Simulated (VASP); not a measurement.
```cif
data_PbSe
_chemical_formula_sum 'Pb1 Se1'
_space_group_name_H-M_alt 'P 1'
_space_group_IT_number 1
_cell_length_a 4.53230
_cell_length_b 4.53230
_cell_length_c 4.53230
_cell_angle_alpha 60.000
_cell_angle_beta 60.000
_cell_angle_gamma 60.000
loop_
_space_group_symop_operation_xyz
  'x, y, z'
loop_
_atom_site_label
_atom_site_type_symbol
_atom_site_fract_x
_atom_site_fract_y
_atom_site_fract_z
_atom_site_occupancy
Pb1 Pb 0.00000 0.00000 0.00000 1
Se1 Se 0.50000 0.50000 0.50000 1
```

Level of theory: vdW-DF2, VASP's PBE PAW potentials (set 64) (plane waves; VASP). Settings: 520 eV cut-off, 7×7×7 Γ-centred mesh, Gaussian smearing of 0.050 eV, potentials Pb_d Se.

Give the energy at these volumes per atom, relative to the lowest: 30.90, 31.89, 32.87, 33.86, 34.84 Å³.

17.4, 4.3, 0.0, 3.2, 12.8 meV/atom. A third-order Birch-Murnaghan fit gives B0 = 40.3 GPa and B0′ = 4.4.

Measured: a 6.105 Å at 120 K (computed value off by +5.0 %), as given by Noda, Masumoto, Ohba, Saito, Toriumi, Iwata, Shibuya, Acta Cryst. C 43, 1443 (1987), by a structure database's card. The calculation is for a static lattice, while the measured a holds thermal and zero-point effects, which are part of the difference.

The compound is PbSe in the rock salt structure. It was relaxed first, which changed the volume by +15 %.
